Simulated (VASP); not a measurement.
Calculation: PBE GGA, VASP's PBE PAW potentials (set 64) (plane waves; VASP).

Input for VASP

### INCAR
```
SYSTEM = Pt
PREC = Accurate
ENCUT = 400
EDIFF = 1E-6
NELM = 100
ALGO = Normal
LREAL = .FALSE.
LASPH = .TRUE.
ISMEAR = 1
SIGMA = 0.1
GGA = PE
LMAXMIX = 6
LWAVE = .FALSE.
LCHARG = .FALSE.
ISIF = 2
AMIX = 0.1
BMIX = 3.0
IMIX = 4
```

**POSCAR**
```
Pt
3.920
  0.0000000000   0.5000000000   0.5000000000
  0.5000000000   0.0000000000   0.5000000000
  0.5000000000   0.5000000000   0.0000000000
Pt
1
Direct
  0.0000000000   0.0000000000   0.0000000000
```

KPOINTS:
```
Automatic mesh
0
Gamma
14 14 14
0 0 0
```

POTCAR, in this order: Pt (PBE.64 set). Program: vasp_std.

What will the output report for the number of irreducible k-points (NKPTS), number of bands (NBANDS), largest plane-wave count, number of space-group operations, FFT grid (NGX, NGY, NGZ)?

The number of irreducible k-points (NKPTS) comes out as 104. The number of bands (NBANDS) is 9 and the largest plane-wave count comes out as 290. The number of space-group operations is 48. The FFT grid (NGX, NGY, NGZ) is 18 × 18 × 18.

The compound is Pt in the fcc structure. The cell was not relaxed at this level. The run is one of a series of settings (AMIX = 0.1, BMIX = 3.0, IMIX = 4 against the base run), some of them coarse on purpose.
